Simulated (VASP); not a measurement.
Data:

```
CELL_PARAMETERS angstrom
      0.00000     1.93591     1.93591
      1.93591     0.00000     1.93591
      1.93591     1.93591     0.00000
ATOMIC_POSITIONS crystal
  Ir 0.00000 0.00000 0.00000
```

Level of theory: PBE GGA, VASP's PBE PAW potentials (set 64) (plane waves; VASP). Run with PREC = Normal, EDIFF = 1E-5, 400 eV cut-off, 18×18×18 Γ-centred mesh, first-order Methfessel-Paxton smearing of 0.10 eV, potentials Ir.

Unless said otherwise, spin-orbit coupling is left out, though it shifts the bands of the heavy elements here.

### Question
Predict the energy per atom (σ→0), band gap (on the k-mesh) with the smallest direct gap where there is one.

### Answer

The band gap (on the k-mesh) comes out as none (metal, semimetal or under 0.01 eV) and the energy per atom (σ→0) is -8.851 eV/atom.

The absolute energy has meaning only against runs of the same code, potentials and settings.

The compound is Ir in the fcc structure. It was relaxed first.
